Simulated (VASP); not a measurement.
Runs of VASP 6.6.1 on O2C. The cell holds a molecule in a box, 3 atoms: a = 12.155 Å, b = 12.655 Å, c = 13.155 Å, α = 90.00°, β = 90.00°, γ = 90.00°. 

```csv
level,potentials or basis,grid for exact exchange (PRECFOCK),screening parameter,further INCAR settings,gap on the mesh (eV),largest force (eV/Å)
HSE06+D3(BJ),"VASP PAW PBE potentials, release 64 (O, C)",Fast,0.2 1/A,ALGO = Damped; EDIFF = 1e-06; ISYM = 0,(b),(a)
RPBE+D3(BJ),"VASP PAW PBE potentials, release 64 (O, C)",-,-,ALGO = Normal; EDIFF = 1e-06; ISYM = 0,7.92,0.40
rev-vdW-DF2,"VASP PAW PBE potentials, release 64 (O, C)",-,-,ALGO = Normal; EDIFF = 1e-06; ISYM = 0,7.88,0.16
LDA,"VASP PAW LDA potentials, release 64 (O, C)",-,-,ALGO = Normal; EDIFF = 1e-06; ISYM = 0,8.21,0.87
RPBE,"VASP PAW PBE potentials, release 64 (O, C)",-,-,ALGO = Normal; EDIFF = 1e-06; ISYM = 0,7.92,0.44
```

Alike in all rows: task single point; no spin polarisation; cell as given; k mesh 1 × 1 × 1; cutoff (eV) 400; smearing gaussian 0.01 eV.

Problem. Fill in the values left out.

Solution. (a) 1.44; (b) 9.60.

Caveats: the standard files for N, O and F lose accuracy on very short bonds; the PAW data sets were made with another functional, which shifts forces and pressure a little (some runs).

Runs at the PBE level aren't shown here.
